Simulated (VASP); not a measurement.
All values below come from rev-vdW-DF2, VASP's PBE PAW potentials (set 64) (plane waves; VASP).

The input files of a VASP run:

**INCAR**
```
AGGAC = 0.0
ALGO = Normal
EDIFF = 1E-7
ENCUT = 520
GGA = MK
ISIF = 2
ISMEAR = 1
LASPH = T
LCHARG = F
LMAXMIX = 4
LREAL = F
LUSE_VDW = T
LWAVE = F
NELM = 100
PARAM1 = 0.1234568
PARAM2 = 0.7114
PREC = Accurate
SIGMA = 0.1
SYSTEM = GaSb
ZAB_VDW = -1.8867
```

### POSCAR
```
GaSb
4.2784590
  0.0000000000   0.7071068201   0.7071068201
  0.7071068201   0.0000000000   0.7071068201
  0.7071068201   0.7071068201   0.0000000000
Ga Sb
1 1
Cartesian
  0.0000000000   0.0000000000   0.0000000000
  0.3535534100   0.3535534100   0.3535534100
```

KPOINTS:
```
K-points
0
G
10 10 10
0 0 0
```

POTCAR, in this order: Ga_d Sb (PBE.64 set). Program: vasp_std.

Output of the run:

File OUTCAR:
```
 ion  position               nearest neighbor table
   1  0.000  0.000  0.000-   2 2.62   2 2.62   2 2.62   2 2.62
   2  0.250  0.250  0.250-   1 2.62   1 2.62   1 2.62   1 2.62
  LATTYP: Found a face centered cubic cell.
 ALAT       =     6.0506550766
 Subroutine PRICEL returns:
 Original cell was already a primitive cell.
 Subroutine GETGRP returns: Found 24 space group operations
The static configuration has the point symmetry T_d .
The dynamic configuration has the point symmetry T_d .
 Subroutine INISYM returns: Found 24 space group operations
 Subroutine IBZKPT returns following result:
 Found     47 irreducible k-points:

 Following reciprocal coordinates:
            Coordinates               Weight
  0.000000  0.000000  0.000000      1.000000
  0.100000  0.000000  0.000000      8.000000
  0.200000  0.000000  0.000000      8.000000
  0.300000  0.000000  0.000000      8.000000
  0.400000  0.000000  0.000000      8.000000
  0.500000  0.000000  0.000000      4.000000
  0.100000  0.100000  0.000000      6.000000
  0.200000  0.100000  0.000000     24.000000
  0.300000  0.100000  0.000000     24.000000
  0.400000  0.100000  0.000000     24.000000
  0.500000  0.100000  0.000000     24.000000
 -0.400000  0.100000  0.000000     24.000000
 -0.300000  0.100000  0.000000     24.000000
 -0.200000  0.100000  0.000000     24.000000
 -0.100000  0.100000  0.000000     12.000000
  0.200000  0.200000  0.000000      6.000000
  0.300000  0.200000  0.000000     24.000000
  0.400000  0.200000  0.000000     24.000000
  0.500000  0.200000  0.000000     24.000000
 -0.400000  0.200000  0.000000     24.000000
 -0.300000  0.200000  0.000000     24.000000
 -0.200000  0.200000  0.000000     12.000000
  0.300000  0.300000  0.000000      6.000000
  0.400000  0.300000  0.000000     24.000000
...
```

**OSZICAR**
```
       N       E                     dE             d eps       ncg     rms          rms(c)
DAV:   1     0.829864429728E+02    0.82986E+02   -0.88124E+03  1238   0.174E+03
DAV:   2     0.306206888948E+01   -0.79924E+02   -0.77422E+02  1330   0.313E+02
DAV:   3    -0.256281647915E+01   -0.56249E+01   -0.55808E+01  1542   0.723E+01
DAV:   4    -0.265958659756E+01   -0.96770E-01   -0.96725E-01  1372   0.107E+01
DAV:   5    -0.266247156754E+01   -0.28850E-02   -0.28849E-02  1583   0.163E+00    0.310E+00
DAV:   6    -0.260351236602E+01    0.58959E-01   -0.71221E-02  1608   0.466E+00    0.185E+00
DAV:   7    -0.258107508562E+01    0.22437E-01   -0.59560E-02  1407   0.214E+00    0.305E-01
DAV:   8    -0.258133471404E+01   -0.25963E-03   -0.44707E-03  1538   0.977E-01    0.931E-02
DAV:   9    -0.258154009368E+01   -0.20538E-03   -0.47402E-04  1313   0.229E-01    0.306E-02
DAV:  10    -0.258154659002E+01   -0.64963E-05   -0.22698E-05  1507   0.405E-02    0.102E-02
DAV:  11    -0.258155568791E+01   -0.90979E-05   -0.98256E-06  1252   0.297E-02    0.518E-03
DAV:  12    -0.258155581496E+01   -0.12705E-06   -0.32392E-07  1501   0.660E-03    0.826E-04
DAV:  13    -0.258155574879E+01    0.66168E-07   -0.42843E-08   901   0.206E-03
   1 F= -.25815557E+01 E0= -.25815635E+01  d E =0.231350E-04
```

### OUTCAR
```
------------------------ aborting loop because EDIFF is reached ----------------------------------------
  FORCE on cell =-STRESS in cart. coord.  units (eV):
  Direction    XX          YY          ZZ          XY          YZ          ZX
  --------------------------------------------------------------------------------------
  Total        1.1378347      1.1378347      1.1378347      0.0000000      0.0000000     -0.0000000
  in kB       32.9186921     32.9186921     32.9186921      0.0000000      0.0000000     -0.0000000
  external PRESSURE =      32.9186921 kB  Pullay stress =       0.0000000 kB
  volume of cell :       55.38
      direct lattice vectors                 reciprocal lattice vectors
     0.000000000  3.025327538  3.025327538    -0.165271361  0.165271361  0.165271361
     3.025327538  0.000000000  3.025327538     0.165271361 -0.165271361  0.165271361
     3.025327538  3.025327538  0.000000000     0.165271361  0.165271361 -0.165271361
  FREE ENERGIE OF THE ION-ELECTRON SYSTEM (eV)
  ---------------------------------------------------
  free  energy   TOTEN  =        -2.5815557488 eV

  energy  without entropy=       -2.5815788838  energy(sigma->0) =       -2.58156346
```
(Selected blocks of OUTCAR.)

The compound is GaSb in the zinc blende structure. This cell is one point of a volume scan, at 0.94 of the reference volume.
